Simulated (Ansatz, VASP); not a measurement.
# Cross-check of Si (amorphous silicon) between VASP and Ansatz

One calculation is typed for both programs; each brings its own data sets. How far apart do they land? The structure shown is the start of the Ansatz relaxation below; VASP solves that cell, so the two are compared at the walk's first step.

Program: Ansatz 0.2.0. Level of theory: plane waves, with VASP 6.6.1 beside it; single point at PBE, single point at PBE with D3(BJ) and single point at LDA. Results are calculated unless marked as measured.

## Step 1: The structure

The cell holds 76 atoms: 76 Si. Cell: a = 11.786 Å, b = 11.551 Å, c = 11.405 Å, α = 90.0°, β = 90.0°, γ = 90.0°. As first built, before any earlier steps moved the atoms (in the runner's words): 76 atoms (76 Si) placed at random at 2.26 g/cm^3, melted at 3000 K for 8 ps at fixed volume with the modified Tersoff potential (Kumagai, Izumi, Hara and Sakai, Comput. Mater. Sci. 39, 457 (2007)). Quenched from 3000 K to 300 K at 60 K/ps and fixed volume, held 5 ps.

## Step 2: Ansatz: relaxation, PBE

Ansatz runs on its default PAW (the set named soft_2) files.

The two programs are compared at the cell with which this relaxation starts, whose forces are those of its first step.

input.yaml

```yaml
crystal:
  lattice:
    - [11.78644, 0.0, 0.0]
    - [0.0, 11.55136, 0.0]
    - [0.0, 0.0, 11.40461]
  atoms:
    - { symbol: Si, position: [0.19856, 0.72783, 0.538] }
    - { symbol: Si, position: [0.70113, 0.6574, 0.50524] }
    - { symbol: Si, position: [0.59216, 0.81223, 0.41999] }
    - { symbol: Si, position: [0.46731, 0.45771, 0.06029] }
    - { symbol: Si, position: [0.53354, 0.05092, 0.70683] }
    - { symbol: Si, position: [0.11308, 0.31568, 0.31888] }
    - { symbol: Si, position: [0.18571, 0.20498, 0.15941] }
    - { symbol: Si, position: [0.2681, 0.32331, 0.45496] }
    - { symbol: Si, position: [0.6026, 0.23961, 0.64845] }
    - { symbol: Si, position: [0.79681, 0.40462, 0.07116] }
    - { symbol: Si, position: [0.90866, 0.80141, 0.94488] }
    - { symbol: Si, position: [0.35661, 0.09388, 0.79316] }
    - { symbol: Si, position: [0.49412, 0.71415, 0.25632] }
    - { symbol: Si, position: [0.80414, 0.84732, 0.76768] }
    - { symbol: Si, position: [0.90465, 0.29101, 0.81316] }
    - { symbol: Si, position: [0.71108, 0.21621, 0.118] }
    - { symbol: Si, position: [0.12476, 0.47567, 0.97415] }
    - { symbol: Si, position: [0.10453, 0.85306, 0.66819] }
    - { symbol: Si, position: [0.36437, 0.77109, 0.86683] }
    - { symbol: Si, position: [0.88506, 0.74331, 0.46497] }
    - { symbol: Si, position: [0.46827, 0.56844, 0.57967] }
    - { symbol: Si, position: [0.06575, 0.16821, 0.68181] }
    - { symbol: Si, position: [0.43365, 0.98742, 0.12095] }
    - { symbol: Si, position: [0.64868, 0.53082, 0.02168] }
    - { symbol: Si, position: [0.17773, 0.34495, 0.64175] }
    - { symbol: Si, position: [0.229, 0.86656, 0.38777] }
    - { symbol: Si, position: [0.71439, 0.9445, 0.31266] }
    - { symbol: Si, position: [0.62599, 0.73189, 0.09805] }
    - { symbol: Si, position: [0.07107, 0.73637, 0.83301] }
    - { symbol: Si, position: [0.63008, 0.93829, 0.12818] }
    - { symbol: Si, position: [0.06898, 0.89059, 0.26445] }
    - { symbol: Si, position: [0.39927, 0.47342, 0.40541] }
    - { symbol: Si, position: [0.17869, 0.57974, 0.14675] }
    - { symbol: Si, position: [0.53072, 0.43497, 0.72451] }
    - { symbol: Si, position: [0.17499, 0.78402, 0.1238] }
    - { symbol: Si, position: [0.31118, 0.00971, 0.49778] }
    - { symbol: Si, position: [0.91929, 0.89957, 0.60186] }
    - { symbol: Si, position: [0.37088, 0.55331, 0.21839] }
    - { symbol: Si, position: [0.87921, 0.83129, 0.28082] }
    - { symbol: Si, position: [0.14022, 0.90385, 0.96031] }
    - { symbol: Si, position: [0.34238, 0.83893, 0.22017] }
    - { symbol: Si, position: [0.55976, 0.75969, 0.89753] }
    - { symbol: Si, position: [0.39332, 0.16805, 0.40704] }
    - { symbol: Si, position: [0.57274, 0.38985, 0.33926] }
    - { symbol: Si, position: [0.04273, 0.61585, 0.46675] }
    - { symbol: Si, position: [0.79972, 0.24358, 0.64465] }
    - { symbol: Si, position: [0.37852, 0.16291, 0.20243] }
    - { symbol: Si, position: [0.47292, 0.90807, 0.56081] }
    - { symbol: Si, position: [0.76723, 0.66067, 0.70021] }
    - { symbol: Si, position: [0.38697, 0.74719, 0.6577] }
    - { symbol: Si, position: [0.02724, 0.0773, 0.19355] }
    - { symbol: Si, position: [0.86406, 0.52908, 0.21717] }
    - { symbol: Si, position: [0.74384, 0.49309, 0.38451] }
    - { symbol: Si, position: [0.94415, 0.58492, 0.75406] }
    - { symbol: Si, position: [0.94982, 0.99639, 0.01109] }
    - { symbol: Si, position: [0.28627, 0.28367, 0.81859] }
    - { symbol: Si, position: [0.26862, 0.55642, 0.64248] }
    - { symbol: Si, position: [0.52794, 0.29397, 0.15766] }
    - { symbol: Si, position: [0.82633, 0.71101, 0.11987] }
    - { symbol: Si, position: [0.01421, 0.466, 0.60087] }
    - { symbol: Si, position: [0.92907, 0.46376, 0.91842] }
    - { symbol: Si, position: [0.58647, 0.21718, 0.44343] }
    - { symbol: Si, position: [0.33186, 0.96078, 0.94595] }
    - { symbol: Si, position: [0.9192, 0.10105, 0.55723] }
    - { symbol: Si, position: [0.1537, 0.27091, 0.96864] }
    - { symbol: Si, position: [0.20953, 0.02711, 0.67399] }
    - { symbol: Si, position: [0.01506, 0.14802, 0.88569] }
    - { symbol: Si, position: [0.23889, 0.6025, 0.8475] }
    - { symbol: Si, position: [0.74469, 0.14784, 0.32119] }
    - { symbol: Si, position: [0.38975, 0.44701, 0.86983] }
    - { symbol: Si, position: [0.05259, 0.51184, 0.28782] }
    - { symbol: Si, position: [0.74443, 0.04527, 0.00256] }
    - { symbol: Si, position: [0.86959, 0.36533, 0.49338] }
    - { symbol: Si, position: [0.63747, 0.57844, 0.82382] }
    - { symbol: Si, position: [0.64624, 0.9474, 0.84361] }
    - { symbol: Si, position: [0.9402, 0.19839, 0.37215] }
kpoints:
  mp_grid: { grid: [1, 1, 1] }
hamiltonian:
  xc: pbe
scf:
  occupations: { method: fixed }
output:
  forces: true
  stress: true
basis:
  ecutwfc: "520 eV"
relax:
  f_tol: 0.04
  max_steps: 40
  cell: { stress_tol: 0.1, fix: [alpha, beta, gamma] }
```

Launch:

```
$ ansatz run input.yaml --threads 8 --pin off --max-ram 15360MiB --backend cpu --events-out ev --progress --plain --runs-dir out
```

Numbers of over 12 decimals in the logs are rounded to 6 here.

Output:

```text
The last accepted step is kept in <dir> (removed where the run ends without a failure and the disk answers)
Engine: ansatz 0.2.0, x86_64-unknown-linux-gnu
Pseudopotentials: kind: paw
Pseudopotential: Si, paw, valence charge 4, recommended cutoff 420 eV (normal), Si.paw.azcp
Functional definition: PBE
  parameter kappa = 0.804
  parameter beta = 0.066725
  exchange = pbe_x(kappa = kappa, mu = beta*pi^2/3)
  correlation = pbe_c(beta = beta)
Crystal: 76 atoms, lattice volume = 1552.731 Å³
Basis set: ecut = 520 eV, 41891 PW (Γ), exchange–correlation on 180×180×180 points (8 copies of the dense FFT grid, shifted against one another)
Bands: 228, of which v1, the nominal top of the filled ones, is band 152 counted from 1 (151 counted from 0)
Symmetry: 1 space group operations
Space group: P1 (ITA 1), of the structure as read, at distance tolerance 1.2e-4 Å
k-points: 1
Non-local potential: Si, projectors of the file, l = 0: 2, l = 1: 2, l = 2: 2
PAW form: soft (Blöchl's): semilocal exchange-correlation on the pseudo side does not see the compensation charge
PAW one-centre angular grid: Si, 110 points (default); XC on 64 Gauss nodes
Initial density: superposition of atomic densities (neutral atoms: chi_scale 0, normalization atom), corrected by the library's trained network
Initial wavefunctions: pseudopotential atomic-orbital guess
Functional: x = pbe(κ = 0.804, μ = 0.219515), c = pbe(β = 0.066725)
SCF iter   1: F=—  HF=-48303.003325 eV  |F-HF|=—  |Δ(HF+E_count)|=         —  Δρ=3.70e-3  dr2=5.98e-1  ethr=1.77e-3  ⟨swp⟩=5.0  Hψ=790  notcnv=0  defer=73
preconditioner: auto → Resta (q_TF=auto, 2.079 Å⁻¹)  ε∞=5.7  [insulator: Δε(μ)=0.293 eV  Ē_g=7.595 eV  n_scr=250 (ndim 8)  ℏωp=16.4 eV  f_vac=0.003  ε∞_Penn≈5.7]
SCF iter   2: F=—  HF=-48302.927062 eV  |F-HF|=—  |Δ(HF+E_count)|=   7.63e-2  Δρ=1.95e-3  dr2=8.87e-2  ethr=1.97e-4  ⟨swp⟩=2.0  Hψ=239  notcnv=0  defer=74
SCF iter   3: F=—  HF=-48302.919663 eV  |F-HF|=—  |Δ(HF+E_count)|=   7.40e-3  Δρ=7.94e-4  dr2=1.86e-2  ethr=2.92e-5  ⟨swp⟩=4.0  Hψ=304  notcnv=0  defer=41
automatic band count: iteration 3 solves 195 bands in place of 228: the levels show a gap, and the empty bands left out lie too high to hold charge; the band table lists the bands solved (type scf.n_extra_bands for more)
SCF iter   4: F=—  HF=-48302.920942 eV  |F-HF|=—  |Δ(HF+E_count)|=   1.28e-3  Δρ=2.32e-4  dr2=3.50e-3  ethr=6.13e-6  ⟨swp⟩=2.0  Hψ=227  notcnv=0  defer=41
SCF iter   5: F=—  HF=-48302.921423 eV  |F-HF|=—  |Δ(HF+E_count)|=   4.81e-4  Δρ=1.03e-4  dr2=9.84e-4  ethr=1.15e-6  ⟨swp⟩=2.0  Hψ=236  notcnv=0  defer=41
SCF iter   6: F=—  HF=-48302.921606 eV  |F-HF|=—  |Δ(HF+E_count)|=   1.83e-4  Δρ=5.01e-5  dr2=1.98e-4  ethr=3.24e-7  ⟨swp⟩=2.0  Hψ=229  notcnv=0  defer=39
SCF iter   7: F=—  HF=-48302.921634 eV  |F-HF|=—  |Δ(HF+E_count)|=   2.80e-5  Δρ=1.91e-5  dr2=2.00e-5  ethr=6.51e-8  ⟨swp⟩=2.0  Hψ=229  notcnv=0  defer=39
SCF iter   8: F=—  HF=-48302.921575 eV  |F-HF|=—  |Δ(HF+E_count)|=   5.87e-5  Δρ=6.98e-6  dr2=3.60e-6  ethr=6.56e-9  ⟨swp⟩=2.0  Hψ=332  notcnv=0  defer=39
SCF iter   9: F=—  HF=-48302.921578 eV  |F-HF|=—  |Δ(HF+E_count)|=   2.33e-6  Δρ=2.69e-6  dr2=4.28e-7  ethr=1.19e-9  ⟨swp⟩=2.0  Hψ=252  notcnv=0  defer=39
SCF iter  10: F=—  HF=-48302.921578 eV  |F-HF|=—  |Δ(HF+E_count)|=   4.00e-7  Δρ=1.15e-6  dr2=1.14e-7  ethr=3.29e-11  ⟨swp⟩=5.0  Hψ=707  notcnv=0
SCF iter  11: F=-48302.921578 eV  HF=-48302.921578 eV  |F-HF|=2.66e-8  |Δ(HF+E_count)|=   4.97e-8  Δρ=5.94e-7  dr2=4.49e-8  ethr=3.29e-11  ⟨swp⟩=5.0  Hψ=606  notcnv=0
SCF 1 converged in 11 iterations: F = -48302.921578 eV  dr2 = 4.49e-8
  greatest PAW one-centre occupation: 0.683 electrons in one spin orbital (limit 2), on the Si atom at site 39 (counted from 0), in its partial waves of l = 0
relax step   1: F+E_penalty+E_count = -48302.92157803 eV  Δ(F+E_penalty+E_count) = +0.000e0 eV  max|allowed force component| = 3.502e-2 eV/Å  Δτ_max = 0.0000 Å  P = -0.015 GPa  Ω = 1552.731 Å³  fix = [alpha, beta, gamma]  reactions: alpha +1.190, beta -0.465, gamma +0.542 GPa/rad  (11 SCF iters, dr2 threshold 1.00e-7 eV, accepted)
Initial density: handed on by an earlier stage of this run
Initial wavefunctions: pseudopotential atomic-orbital guess (no wavefunctions were taken with the density)
iter 1 solved again at ethr=1.30e-7 eV; its pass at ethr=3.10e-3 eV (dr2=3.94e-4 eV) is discarded
SCF iter   1: F=—  HF=-48302.921649 eV  |F-HF|=—  |Δ(HF+E_count)|=         —  Δρ=1.32e-6  dr2=5.88e-8  ethr=1.30e-7  ⟨swp⟩=4.0  Hψ=1380  notcnv=0  defer=74
eigensolver tolerance schedule: the retry pair's looser diagonalisation over-reported the residual by 6704.38 of it (diagonalisation noise at 0.39 of the residual, at the tolerance the schedule requests for it); recorded, not acted on — ethr = c·dr2/N_el stays at c = 1.0e-1
[...]
atom  15  Si     0.00830257    -0.02566233    -0.01615873
  atom  16  Si     0.00022205    -0.00683902    -0.00007707
  atom  17  Si    -0.00800209    -0.00090917    -0.00267965
  atom  18  Si    -0.00941354     0.00527555     0.00114078
  atom  19  Si    -0.00254819    -0.00771786     0.00241070
  atom  20  Si     0.00015707    -0.00017378    -0.00060712
  atom  21  Si    -0.02482449    -0.00012672     0.00686737
  atom  22  Si    -0.01723765    -0.00537955    -0.00986837
  atom  23  Si    -0.00279912     0.00091350     0.00780276
  atom  24  Si    -0.00014935     0.00581521     0.00066098
  atom  25  Si     0.01455791     0.02297701    -0.00558152
  atom  26  Si     0.00050473    -0.00243919    -0.00250809
  atom  27  Si     0.00255738     0.00584681     0.00128350
  atom  28  Si     0.00643677    -0.00061620    -0.00265894
  atom  29  Si     0.00840751    -0.00354649    -0.00532803
  atom  30  Si    -0.00213703    -0.00310451     0.00104110
  atom  31  Si    -0.00526794     0.00441943    -0.00736107
  atom  32  Si     0.00917103     0.00093036     0.00311840
  atom  33  Si     0.00210093    -0.00832555     0.00228651
  atom  34  Si     0.00888488     0.00122889    -0.00644531
  atom  35  Si    -0.00264450     0.00470480     0.00207209
  atom  36  Si     0.00124938    -0.00315879     0.00341210
  atom  37  Si     0.00721725    -0.00323725     0.00175466
  atom  38  Si    -0.00780703    -0.00384868    -0.00986013
[...]
atom  69  Si    -0.01522192     0.01409503     0.00515868
  atom  70  Si     0.00006980     0.00339876     0.00044836
  atom  71  Si     0.00447305     0.00345558     0.00396330
  atom  72  Si     0.00890355     0.00866067    -0.00339011
  atom  73  Si    -0.02707173     0.00242444    -0.00801121
  atom  74  Si    -0.00127322    -0.00579408    -0.00105858
  atom  75  Si     0.00256751    -0.00325096    -0.00394579
  atom  76  Si     0.01088636    -0.00891285     0.00786822
  max |Σ_I F_I| component: 2.59e-6 eV/Å
--- Stress (GPa, compression-positive) ---
       -0.011862      -0.541845       0.465476
       -0.541845      -0.038808      -1.189618
        0.465476      -1.189618       0.005550
  P = ⅓ Tr σ = -0.0150 GPa (-0.150 kbar)
--- Relaxed structure (1 steps of the walk, 1 accepted, 1 SCFs on fresh bases) ---
  F+E_penalty+E_count = -48302.92157806 eV   max|allowed force component| = 3.504e-2 eV/Å   (the final SCF, on the basis selected at the relaxed cell)
  cell:  # Å, volume = 1552.7309 Å³
    - [11.78644, 0.0, 0.0]
    - [0.0, 11.55136, 0.0]
    - [0.0, 0.0, 11.40461]
  atoms:
    - { symbol: Si, position: [0.19856, 0.72783, 0.538] }
    - { symbol: Si, position: [0.70113, 0.6574, 0.50524] }
    - { symbol: Si, position: [0.592160, 0.81223, 0.41999] }
    - { symbol: Si, position: [0.46731, 0.457710, 0.060290] }
    - { symbol: Si, position: [0.53354, 0.050920, 0.70683] }
    - { symbol: Si, position: [0.11308, 0.315680, 0.31888] }
    - { symbol: Si, position: [0.18571, 0.20498, 0.15941] }
    - { symbol: Si, position: [0.2681, 0.323310, 0.45496] }
    - { symbol: Si, position: [0.6026, 0.239610, 0.64845] }
    - { symbol: Si, position: [0.79681, 0.404620, 0.07116] }
    - { symbol: Si, position: [0.90866, 0.801410, 0.94488] }
    - { symbol: Si, position: [0.356610, 0.09388, 0.793160] }
    - { symbol: Si, position: [0.494120, 0.714150, 0.25632] }
    - { symbol: Si, position: [0.804140, 0.847320, 0.76768] }
    - { symbol: Si, position: [0.90465, 0.291010, 0.81316] }
    - { symbol: Si, position: [0.711080, 0.216210, 0.118] }
    - { symbol: Si, position: [0.124760, 0.475670, 0.97415] }
    - { symbol: Si, position: [0.10453, 0.853060, 0.66819] }
    - { symbol: Si, position: [0.36437, 0.77109, 0.866830] }
    - { symbol: Si, position: [0.885060, 0.743310, 0.46497] }
    - { symbol: Si, position: [0.46827, 0.568440, 0.57967] }
    - { symbol: Si, position: [0.06575, 0.168210, 0.68181] }
    - { symbol: Si, position: [0.433650, 0.98742, 0.120950] }
    - { symbol: Si, position: [0.64868, 0.53082, 0.02168] }
[...]
- { symbol: Si, position: [0.74469, 0.147840, 0.32119] }
    - { symbol: Si, position: [0.389750, 0.447010, 0.86983] }
    - { symbol: Si, position: [0.05259, 0.511840, 0.28782] }
    - { symbol: Si, position: [0.744430, 0.045270, 0.00256] }
    - { symbol: Si, position: [0.86959, 0.365330, 0.49338] }
    - { symbol: Si, position: [0.63747, 0.578440, 0.82382] }
    - { symbol: Si, position: [0.64624, 0.9474, 0.84361] }
    - { symbol: Si, position: [0.940200, 0.198390, 0.37215] }
```

The column dr2 measures how far the density is from self-consistency, as an energy; F and HF (Harris–Foulkes) agree once it is small.

## Step 3: VASP: single point, PBE, start cell

The same cell, functional and mesh now go to VASP, with its own data sets.

Lines of VASP's logs that name or quote its potential files are left out, and so is its time.

INCAR

```
SYSTEM = Si
PREC = Accurate
ENCUT = 400
EDIFF = 1E-06
NELM = 120
ISMEAR = 0
SIGMA = 0.01
LREAL = Auto
ALGO = Normal
GGA = PE
NBANDS = 208
LORBIT = 11
LWAVE = .FALSE.
LCHARG = .FALSE.
ISIF = 2
LASPH = .TRUE.
GGA_COMPAT = .FALSE.
EFERMI = MIDGAP
NCORE = 2
```

POSCAR

```
Si
1.0
   11.7864400000      0.0000000000      0.0000000000
    0.0000000000     11.5513600000      0.0000000000
    0.0000000000      0.0000000000     11.4046100000
Si
76
Direct
    0.1985586827      0.7278277190      0.5380017379
    0.7011277366      0.6574031110      0.5052430552
    0.5921635371      0.8122333647      0.4199880575
    0.4673081948      0.4577123386      0.0602914085
    0.5335368440      0.0509204111      0.7068282037
    0.1130790977      0.3156771151      0.3188798214
    0.1857134130      0.2049801928      0.1594092214
    0.2680962190      0.3233125796      0.4549563729
    0.6025992581      0.2396081500      0.6484483029
    0.7968139659      0.4046190232      0.0711642047
    0.9086628363      0.8014121281      0.9448810613
    0.3566131928      0.0938763920      0.7931617127
    0.4941186652      0.7141496759      0.2563174015
    0.8041359393      0.8473201424      0.7676807887
    0.9046497501      0.2910133525      0.8131623966
    0.7110798511      0.2162083079      0.1179961437
    0.1247620147      0.4756669345      0.9741499271
    0.1045268970      0.8530597263      0.6681859353
    0.3643678668      0.7710866946      0.8668336752
    0.8850594412      0.7433064159      0.4649698674
    0.4682669237      0.5684438889      0.5796690987
    0.0657535269      0.1682139592      0.6818120041
    0.4336508734      0.9874162003      0.1209510891
    0.6486776329      0.5308206133      0.0216842137
    0.1777296622      0.3449463959      0.6417492575
    0.2290004446      0.8665559726      0.3877730146
    0.7143887382      0.9445035043      0.3126630371
    0.6259905451      0.7318878470      0.0980480700
    0.0710731994      0.7363721674      0.8330140180
    0.6300799902      0.9382877860      0.1281762375
    0.0689775708      0.8905877749      0.2644456935
    0.3992723842      0.4734161172      0.4054062348
    0.1786883911      0.5797412599      0.1467476748
    0.5307200478      0.4349704277      0.7245140342
    0.1749892249      0.7840202366      0.1238008139
    0.3111796268      0.0097131420      0.4977811604
    0.9192936968      0.8995737298      0.6018618787
    0.3708838292      0.5533114715      0.2183941406
    0.8792137405      0.8312873982      0.2808162664
    0.1402204567      0.9038502826      0.9603134171
    0.3423764937      0.8389315198      0.2201741226
    0.5597618959      0.7596940966      0.8975317876
    0.3933163873      0.1680494764      0.4070371543
    0.5727429147      0.3898501995      0.3392575459
    0.0427270660      0.6158495623      0.4667498494
    0.7997240897      0.2435817081      0.6446515926
    0.3785197227      0.1629072248      0.2024269133
    0.4729163344      0.9080662364      0.5608083047
    0.7672291209      0.6606667959      0.7002080738
    0.3869701114      0.7471934041      0.6576989481
    0.0272431710      0.0772982575      0.1935533087
    0.8640607342      0.5290805585      0.2171665669
    0.7438378340      0.4930934539      0.3845111757
    0.9441527722      0.5849181395      0.7540634884
    0.9498203020      0.9963934983      0.0110920058
    0.2862696455      0.2836722256      0.8185900263
    0.2686222473      0.5564193307      0.6424770334
    0.5279371888      0.2939740429      0.1576643129
    0.8263309362      0.7110071888      0.1198725778
    0.0142112461      0.4659970774      0.6008710513
    0.9290676404      0.4637635742      0.9184180783
    0.5864705543      0.2171778907      0.4434259479
    0.3318559294      0.9607786442      0.9459508041
    0.9192003692      0.1010530362      0.5572308040
    0.1537020508      0.2709118234      0.9686433819
    0.2095289163      0.0271136905      0.6739906056
    0.0150596787      0.1480172032      0.8856857008
    0.2388931688      0.6025004848      0.8474993884
    0.7446862666      0.1478440634      0.3211859064
    0.3897529704      0.4470122999      0.8698324625
    0.0525858529      0.5118358358      0.2878222052
    0.7444317368      0.0452673971      0.0025603681
    0.8695925148      0.3653336057      0.4933794317
    0.6374698382      0.5784427115      0.8238159832
    0.6462426314      0.9474035958      0.8436062259
    0.9401990762      0.1983922239      0.3721477543
```

KPOINTS

```
Automatic mesh
0
Gamma
1 1 1
0 0 0
```

PAW data sets: Si (PBE family, release 64).

Launch:

```
$ mpirun -np 8 vasp_gam
```

Output:

```text
[banner, memory and clock lines left out]
running    8 mpi-ranks, on    1 nodes
[...]
LDA part: xc-table for (Slater+PW92), standard interpolation
 POSCAR, INCAR and KPOINTS ok, starting setup
[...]
entering main loop
       N       E                     dE             d eps       ncg     rms          rms(c)
DAV:   1     0.128174536175E+04    0.12817E+04   -0.11237E+05   416   0.104E+03
DAV:   2    -0.239791884485E+03   -0.15215E+04   -0.14184E+04   536   0.193E+02
DAV:   3    -0.396199644443E+03   -0.15641E+03   -0.15152E+03   528   0.559E+01
DAV:   4    -0.400885394266E+03   -0.46857E+01   -0.46407E+01   512   0.116E+01
[...]
DAV:  15    -0.393593792237E+03   -0.99678E-05   -0.10164E-05   456   0.518E-03    0.322E-03
DAV:  16    -0.393593794757E+03   -0.25198E-05   -0.22078E-06   408   0.247E-03    0.299E-03
DAV:  17    -0.393593795541E+03   -0.78392E-06   -0.46568E-07   280   0.128E-03
   1 F= -.39359380E+03 E0= -.39359380E+03  d E =-.494606E-61
```

OUTCAR, selected parts (step 3):

```text
  FREE ENERGIE OF THE ION-ELECTRON SYSTEM (eV)
  ---------------------------------------------------
  free  energy   TOTEN  =      -393.5937955406 eV

  energy  without entropy=     -393.5937955406  energy(sigma->0) =     -393.59379554
```

The run ends at a pressure of -0.09 GPa, with forces up to 0.041 eV/Å.

## Step 4: Side by side

Known differences besides the potentials themselves: fixed occupations in Ansatz, narrow Gaussian smearing in VASP; the cutoff is 520 eV in Ansatz and 400 eV in VASP (PREC = Accurate, projectors in real space). Total energies have different zeros and are not compared.

At this near-relaxed geometry the largest component of a force difference is 8 meV/Å.

[end of part 1 of 2]

[Lines on the potential files, build, host, timing and source positions are cut from VASP's logs without a mark.]

[Logs are printed without paths, hosts, clocks, repeated set-up lines and the standing remarks that a program may print on its own settings, such as how far it seeks lower states.]

[Hosts, paths, dates, database ids (printed as entryN), source tags and the programs' standing remarks are cut or masked in the printed files.]
